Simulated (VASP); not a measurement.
Here is the system:

```
Ga3InAs4
1.0
    5.76491     0.00000     0.00000
    0.00000     5.76491     0.00000
    0.00000     0.00000     5.76491
In As Ga
1 4 3
Cartesian
  0.00000   0.00000   0.00000
  1.49649   1.49649   1.49649
  4.26842   4.26842   1.49649
  4.26842   1.49649   4.26842
  1.49649   4.26842   4.26842
  2.88246   2.88246   0.00000
  2.88246   0.00000   2.88246
  0.00000   2.88246   2.88246
```

The numbers are results of PBEsol GGA, VASP's PBE PAW potentials (set 64) (plane waves; VASP), not measurements. Numerical set-up: 400 eV cut-off, Gaussian smearing of 0.050 eV, potentials In_d As Ga_d.

Unless said otherwise, spin-orbit coupling is left out, though it shifts the bands of the heavy elements here.

Q: Give the energies of bands 29 to 42 at the high-symmetry points, in eV from the valence-band maximum.

A: 
| band | Γ | X | M | R |
|---|---|---|---|---|
| 29 | -2.65 | -3.36 | -3.30 | -1.36 |
| 30 | -2.65 | -3.34 | -3.23 | -1.36 |
| 31 | -2.52 | -3.25 | -3.17 | -1.18 |
| 32 | -2.52 | -3.25 | -3.17 | -1.18 |
| 33 | -2.52 | -1.78 | -1.49 | -1.18 |
| 34 | 0.00 | -1.78 | -1.17 | -0.83 |
| 35 | 0.00 | -1.41 | -1.00 | -0.83 |
| 36 | 0.00 | -1.41 | -1.00 | -0.83 |
| 37 | 0.10 | 1.94 | 2.34 | 0.74 |
| 38 | 1.41 | 1.96 | 2.34 | 0.74 |
| 39 | 1.41 | 2.89 | 2.88 | 0.74 |
| 40 | 1.41 | 3.23 | 2.89 | 1.29 |
| 41 | 1.56 | 4.43 | 4.96 | 4.36 |
| 42 | 1.78 | 4.48 | 5.33 | 4.37 |

The gap is direct, 0.10 eV, from the valence maximum at Γ to the conduction minimum at Γ.

The structure was generated: Ga3InAs4 was put into an ordered model structure (P-43m), which need not be its known phase. It was relaxed first.
